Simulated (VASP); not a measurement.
Here is the system:

```yaml
crystal:
  lattice:
    - [3.29528, 0.00000, 0.00000]
    - [-1.64764, 2.85380, 0.00000]
    - [0.00000, 0.00000, 5.02019]
  atoms:
    - { symbol: Mg, position: [0.33333, 0.66667, 0.98930] }
    - { symbol: Mg, position: [0.66667, 0.33333, 0.48930] }
    - { symbol: O, position: [0.33333, 0.66667, 0.38570] }
    - { symbol: O, position: [0.66667, 0.33333, 0.88570] }
```

The numbers are results of PBEsol GGA, VASP's PBE PAW potentials (set 64) (plane waves; VASP 6.6.1), not measurements. Run with 620 eV cut-off, 8×8×5 Γ-centred mesh, Gaussian smearing of 0.050 eV, potentials Mg O.

**Question.** What does the run give for the energy per atom (σ→0)?

**Answer.** 
```yaml
energy per atom (σ→0): -6139 meV/atom
```

Total energies compare only between runs with the same potentials, cut-off and functional.

The structure was generated: MgO was put into the wurtzite type (P6_3mc), which need not be its known phase. It was relaxed first, which changed the volume by -14 %.
